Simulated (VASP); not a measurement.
The cell holds one HfS2 (1T layered) monolayer, with vacuum along c. Ionisation potential and electron affinity count from the cell's own band edges, surface states included.

Input:

```yaml
crystal:
  lattice:
    - [3.61339, 0.00000, 0.00000]
    - [-1.80670, 3.12929, 0.00000]
    - [0.00000, 0.00000, 18.52623]
  atoms:
    - { symbol: S, position: [0.66667, 0.33333, 0.42163] }
    - { symbol: S, position: [0.33333, 0.66667, 0.57837] }
    - { symbol: Hf, position: [0.00000, 0.00000, 0.50000] }
```

Level of theory: PBE GGA with D3 dispersion (Becke-Johnson damping), VASP's PBE PAW potentials (set 64) (plane waves; VASP). Settings: 400 eV cut-off, 12×12×1 Γ-centred mesh, Gaussian smearing of 0.050 eV, potentials S Hf_pv.

Unless said otherwise, spin-orbit coupling is left out, though it shifts the bands of the heavy elements here.

| Property | Result |
|---|---|
| energy to cut it from the bulk, per area | 24.7 meV/Å² |
| ionisation potential | 6.34 eV |
| electron affinity | 5.11 eV |
| band gap (on the k-mesh) | 1.23 eV |

The cell is a sheet with vacuum, built from HfS2 (1T layered).
